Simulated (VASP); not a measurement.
A cell of NiO (rock salt, AFM-II order) near equilibrium:

```
CELL_PARAMETERS angstrom
      4.11767     2.05669     2.05669
      2.05669     4.11767     2.05669
      2.05669     2.05669     4.11767
ATOMIC_POSITIONS crystal
  Ni 0.00000 0.00000 0.00000
  Ni 0.50000 0.50000 0.50000
  O  0.25000 0.25000 0.25000
  O  0.75000 0.75000 0.75000
```
Starting moments (μB, in the order of the record's atoms Ni Ni O O): 1.3 -1.3 0.0 0.0.

All values below come from PBEsol GGA, VASP's PBE PAW potentials (set 64) (plane waves; VASP 6.6.1).

| run | ΔE (meV/atom) | σxx | σyy | σzz | largest shear component, with its sign (GPa) | largest force (eV/Å) | gap (eV) |
|---|---|---|---|---|---|---|---|
| as it is | 0.0 | -0.13 | -0.13 | -0.13 | -0.29 | 0.000 | 0.73 |
| after one change | 46.7 | -0.20 | -0.20 | 8.37 | -0.39 | 2.089 | 0.57 |
Stress is in GPa, positive when the cell is compressed; gaps are those on the k-mesh, and 0.00 means metallic.

Question: Name the change that produced these shifts.
(A) atom 4 (O) moved by 0.150 Å along x
(B) atom 1 (Ni) moved by -0.200 Å along x
(C) isotropic strain of +2.0 %
(D) atom 1 (Ni) moved by -0.200 Å along z

Answer: D, atom 1 (Ni) moved by -0.200 Å along z

The compound is NiO in the rock salt, AFM-II order structure. The spin order is the one that the start imposed; others were not tried in this run.
